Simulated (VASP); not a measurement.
Computed with PBEsol GGA, VASP's PBE PAW potentials (set 64) (plane waves; VASP).

The input files of a VASP run:

**KPOINTS**
```
Automatic mesh
0
Gamma
5 5 5
0 0 0
```

INCAR:
```
SYSTEM = KMgF3
PREC = Accurate
ENCUT = 520
EDIFF = 1E-8
NELM = 100
ALGO = Normal
LREAL = .FALSE.
LASPH = .TRUE.
ISMEAR = 0
SIGMA = 0.05
GGA = PS
LWAVE = .FALSE.
LCHARG = .FALSE.
IBRION = 1
ISIF = 2
NSW = 30
EDIFFG = -0.001
```

POSCAR:
```
KMgF3
1
    3.9852643809     0.0000000000    -0.0000000000
   -0.0000000000     3.9852643809     0.0000000000
   -0.0000000000    -0.0000000000     3.9852643809
K Mg F
1 1 3
Direct
  0.0000000000   0.0000000000   0.0000000000
  0.5000000000   0.5000000000   0.5000000000
  0.5000000000   0.0000000000   0.5000000000
  0.0000000000   0.5000000000   0.5000000000
  0.5000000000   0.5000000000   0.0000000000
```

POTCAR, in this order: K_sv Mg F (PBE.64 set). Program: vasp_std.

Output of the run:

**OSZICAR**
```
       N       E                     dE             d eps       ncg     rms          rms(c)
DAV:   1     0.238708737377E+03    0.23871E+03   -0.17688E+04   400   0.155E+03
DAV:   2    -0.164681994790E+02   -0.25518E+03   -0.24785E+03   520   0.380E+02
DAV:   3    -0.268120870024E+02   -0.10344E+02   -0.10320E+02   472   0.774E+01
DAV:   4    -0.271345009181E+02   -0.32241E+00   -0.32190E+00   692   0.115E+01
DAV:   5    -0.271361114185E+02   -0.16105E-02   -0.16104E-02   464   0.808E-01    0.814E+00
DAV:   6    -0.252971269726E+02    0.18390E+01   -0.77894E+00   444   0.209E+01    0.384E+00
DAV:   7    -0.252718550100E+02    0.25272E-01   -0.22244E-01   540   0.325E+00    0.244E+00
DAV:   8    -0.252627121393E+02    0.91429E-02   -0.62962E-02   452   0.279E+00    0.270E-01
DAV:   9    -0.252626223689E+02    0.89770E-04   -0.13984E-02   544   0.855E-01    0.126E-01
DAV:  10    -0.252627408169E+02   -0.11845E-03   -0.97829E-04   508   0.250E-01    0.780E-02
DAV:  11    -0.252627966456E+02   -0.55829E-04   -0.31923E-04   476   0.138E-01    0.343E-02
DAV:  12    -0.252627767260E+02    0.19920E-04   -0.11522E-04   472   0.759E-02    0.349E-03
DAV:  13    -0.252627768448E+02   -0.11884E-06   -0.12882E-06   488   0.955E-03    0.265E-03
DAV:  14    -0.252627764870E+02    0.35783E-06   -0.32772E-07   472   0.446E-03    0.149E-03
DAV:  15    -0.252627765530E+02   -0.65999E-07   -0.28047E-08   412   0.134E-03    0.517E-04
DAV:  16    -0.252627766063E+02   -0.53292E-07   -0.41598E-09   308   0.531E-04    0.739E-05
DAV:  17    -0.252627766107E+02   -0.43897E-08   -0.86290E-10   308   0.230E-04
   1 F= -.25262777E+02 E0= -.25262777E+02  d E =-.252628E+02
```

**OUTCAR**
```
------------------------ aborting loop because EDIFF is reached ----------------------------------------
  FORCE on cell =-STRESS in cart. coord.  units (eV):
  Direction    XX          YY          ZZ          XY          YZ          ZX
  --------------------------------------------------------------------------------------
  Total       -0.0152721     -0.0152721     -0.0152721     -0.0000000      0.0000000      0.0000000
  in kB       -0.3865784     -0.3865784     -0.3865784     -0.0000000      0.0000000      0.0000000
  external PRESSURE =      -0.3865784 kB  Pullay stress =       0.0000000 kB
  volume of cell :       63.30
      direct lattice vectors                 reciprocal lattice vectors
     3.985264381  0.000000000  0.000000000     0.250924382  0.000000000  0.000000000
     0.000000000  3.985264381  0.000000000     0.000000000  0.250924382  0.000000000
     0.000000000  0.000000000  3.985264381     0.000000000  0.000000000  0.250924382
 POSITION                                       TOTAL-FORCE (eV/Angst)
 -----------------------------------------------------------------------------------
      0.00000      0.00000      0.00000         0.000000      0.000000      0.000000
      1.99263      1.99263      1.99263         0.000000      0.000000      0.000000
      1.99263      0.00000      1.99263         0.000000      0.000000      0.000000
      0.00000      1.99263      1.99263         0.000000      0.000000      0.000000
      1.99263      1.99263      0.00000         0.000000      0.000000      0.000000
 -----------------------------------------------------------------------------------
    total drift:                                0.000000      0.000000     -0.000000
  FREE ENERGIE OF THE ION-ELECTRON SYSTEM (eV)
  ---------------------------------------------------
  free  energy   TOTEN  =       -25.2627766107 eV

  energy  without entropy=      -25.2627766107  energy(sigma->0) =      -25.26277661

 reached required accuracy - stopping structural energy minimisation
```
(Selected blocks of OUTCAR.)

**OUTCAR**
```
 val. band max:       -1.7680613078   @ k =   0.4000   0.4000   0.4000

 cond. band min:       5.4220402528   @ k =   0.0000   0.0000   0.0000


 Fermi energy:        -1.4961822337

 k-point     1 :       0.0000    0.0000    0.0000
  band No.  band energies     occupation
      1     -27.1799      2.00000
      2     -21.7170      2.00000
      3     -21.0469      2.00000
      4     -21.0469      2.00000
      5     -10.7447      2.00000
      6     -10.7447      2.00000
      7     -10.7447      2.00000
      8      -4.1583      2.00000
      9      -4.1583      2.00000
     10      -4.1583      2.00000
     11      -2.3377      2.00000
     12      -2.3377      2.00000
     13      -2.3377      2.00000
     14      -2.0288      2.00000
     15      -2.0288      2.00000
     16      -2.0288      2.00000
     17       5.4220      0.00000
     18       8.2380      0.00000
     19       8.2380      0.00000
     20      10.4330      0.00000

 k-point     2 :       0.2000    0.0000    0.0000
  band No.  band energies     occupation
      1     -27.1695      2.00000
      2     -21.6740      2.00000
      3     -21.1004      2.00000
      4     -21.0431      2.00000
      5     -10.7388      2.00000
      6     -10.7245      2.00000
      7     -10.7245      2.00000
      8      -4.1241      2.00000
      9      -4.1148      2.00000
     10      -4.1148      2.00000
     11      -2.4283      2.00000
     12      -2.4181      2.00000
     13      -2.4181      2.00000
     14      -2.3960      2.00000
     15      -2.1037      2.00000
     16      -2.1037      2.00000
     17       6.1077      0.00000
     18       8.5866      0.00000
     19       8.6389      0.00000
     20      10.6357      0.00000

 k-point     3 :       0.4000    0.0000    0.0000
  band No.  band energies     occupation
      1     -27.1527      2.00000
      2     -21.5818      2.00000
      3     -21.2093      2.00000
      4     -21.0380      2.00000
      5     -10.7294      2.00000
...
```

The compound is KMgF3 in the cubic perovskite structure. It was relaxed first. The start is the result of an earlier pass.
